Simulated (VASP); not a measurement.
These are PBE GGA, VASP's PBE PAW potentials (set 64) (plane waves; VASP) values and carry that method's errors.

A VASP calculation is set up with these files.

**KPOINTS**
```
Automatic mesh
0
gamma
 10 10 10
0 0 0
```

**INCAR**
```
SYSTEM = ZnSe
PREC = Accurate
ENCUT = 300
EDIFF = 1E-6
NELM = 100
ALGO = Normal
LREAL = .FALSE.
LASPH = .TRUE.
ISMEAR = -1
SIGMA = 0.02
GGA = PE
LMAXMIX = 4
LWAVE = .FALSE.
LCHARG = .FALSE.
ISIF = 2
```

**POSCAR**
```
ZnSe
1.0
  0.0000000000   2.8202650000   2.8202650000
  2.8202650000   0.0000000000   2.8202650000
  2.8202650000   2.8202650000   0.0000000000
Zn Se
1 1
Cartesian
  0.0000000000   0.0000000000   0.0000000000
  4.2303975000   4.2303975000   4.2303975000
```

POTCAR, in this order: Zn Se (PBE.64 set). Program: vasp_std.

Output of the run:

File OSZICAR:
```
       N       E                     dE             d eps       ncg     rms          rms(c)
DAV:   1     0.668739148862E+02    0.66874E+02   -0.66368E+03  1230   0.109E+03
DAV:   2    -0.267831205725E+01   -0.69552E+02   -0.67367E+02  1382   0.220E+02
DAV:   3    -0.627028059038E+01   -0.35920E+01   -0.35826E+01  1472   0.541E+01
DAV:   4    -0.629441234543E+01   -0.24132E-01   -0.24129E-01  1372   0.487E+00
DAV:   5    -0.629453854335E+01   -0.12620E-03   -0.12620E-03  1467   0.323E-01    0.512E+00
DAV:   6    -0.602636981746E+01    0.26817E+00   -0.66310E-01  1787   0.276E+01    0.382E+00
DAV:   7    -0.600825989538E+01    0.18110E-01   -0.19278E-01  1322   0.408E+00    0.159E+00
DAV:   8    -0.600838752056E+01   -0.12763E-03   -0.40928E-03  1464   0.623E-01    0.477E-01
DAV:   9    -0.600859075751E+01   -0.20324E-03   -0.11083E-03  1322   0.277E-01    0.684E-02
DAV:  10    -0.600867404594E+01   -0.83288E-04   -0.13282E-04  1400   0.101E-01    0.188E-02
DAV:  11    -0.600868740803E+01   -0.13362E-04   -0.29301E-05  1372   0.430E-02    0.604E-03
DAV:  12    -0.600868867990E+01   -0.12719E-05   -0.33273E-06  1407   0.180E-02    0.467E-03
DAV:  13    -0.600868859524E+01    0.84661E-07   -0.57051E-07   916   0.920E-03
   1 F= -.60086886E+01 E0= -.60086886E+01  d E =-.692648E-12
```

File OUTCAR:
```
------------------------ aborting loop because EDIFF is reached ----------------------------------------
  FORCE on cell =-STRESS in cart. coord.  units (eV):
  Direction    XX          YY          ZZ          XY          YZ          ZX
  --------------------------------------------------------------------------------------
  Total        0.9112338      0.9112338      0.9112338      0.0000000     -0.0000000     -0.0000000
  in kB       32.5417318     32.5417318     32.5417318      0.0000000     -0.0000000     -0.0000000
  external PRESSURE =      32.5417318 kB  Pullay stress =       0.0000000 kB
  volume of cell :       44.86
      direct lattice vectors                 reciprocal lattice vectors
     0.000000000  2.820265000  2.820265000    -0.177288304  0.177288304  0.177288304
     2.820265000  0.000000000  2.820265000     0.177288304 -0.177288304  0.177288304
     2.820265000  2.820265000  0.000000000     0.177288304  0.177288304 -0.177288304
  FREE ENERGIE OF THE ION-ELECTRON SYSTEM (eV)
  ---------------------------------------------------
  free  energy   TOTEN  =        -6.0086885952 eV

  energy  without entropy=       -6.0086885952  energy(sigma->0) =       -6.00868860
```
(Selected blocks of OUTCAR.)

At this cut-off the stress carries a Pulay error, which pulls relaxed volumes low.

The structure comes from a computed database's ZnSe entry; how it stands against other phases isn't given here. The cell was not relaxed at this level.
